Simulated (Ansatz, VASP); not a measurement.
## One calculation of SbAu, two programs

The input INCAR:

```
SYSTEM = SbAu
PREC = Accurate
ENCUT = 520
EDIFF = 1E-6
ISMEAR = -1
SIGMA = 0.08
LREAL = .False.
LASPH = .True.
NELM = 100
ALGO = Normal
ISIF = 2
LWAVE = .False.
LCHARG = .False.
GGA = CA
NBANDS = 15
```

File KPOINTS:

```
Automatic mesh
0
Gamma
  10 10 10
  0 0 0
```

File POSCAR:

```
SbAu
1.0
    0.0000000000      3.1108764887      3.1108764887
    3.1108764887      0.0000000000      3.1108764887
    3.1108764887      3.1108764887      0.0000000000
Au Sb
1 1
Direct
    0.0000000000      0.0000000000      0.0000000000
    0.2500000000      0.2500000000      0.2500000000
```

Input for Ansatz:

```yaml
crystal:
  lattice:
    - [0.0, 3.1108764887, 3.1108764887]
    - [3.1108764887, 0.0, 3.1108764887]
    - [3.1108764887, 3.1108764887, 0.0]
  atoms:
    - { symbol: Au, position: [0.0, 0.0, 0.0] }
    - { symbol: Sb, position: [0.25, 0.25, 0.25] }
kpoints:
  mp_grid: { grid: [10, 10, 10] }
  band_path:
    path:
      - [0.0, 0.0, 0.0]
      - [-0.5, -0.5, 0.0]
      - [-0.375, -0.375, 0.25]
      - [-0.375, 0.0, 0.375]
      - [0.0, 0.0, 0.0]
      - [0.0, 0.0, 0.5]
      - [-0.5, -0.25, 0.25]
      - [-0.5, -0.5, 0.0]
    npoints: 5
scf:
  occupations: { method: fermi_dirac, width: 0.08 }
hamiltonian:
  xc: lda
  pseudopotentials: { kind: all_electron, lapw: { basis_error: 0.001 } }
output:
  forces: true
  stress: true
  eigenvalues: true
```

Alike in both runs: task single point; functional LDA; k mesh 10 × 10 × 10; occupations fermi-dirac, width 0.08 eV; no spin polarisation.

```csv
,VASP,Ansatz
version,VASP 6.6.1,Ansatz 0.2.0
potentials or method,"VASP PAW LDA potentials, release 64 (Au, Sb)","all-electron LAPW, scalar-relativistic"
plane-wave cutoff (eV),520,see its input
```

|  | VASP | Ansatz | Ansatz less VASP |
| --- | --- | --- | --- |
| pressure (GPa) | -4.9 | -4.9 | -0.02 |

Ansatz ran all-electron here, so the differences hold the error of VASP's frozen core and of both bases.

The runs have no spin-orbit coupling, so splittings on Au, Sb are missing.
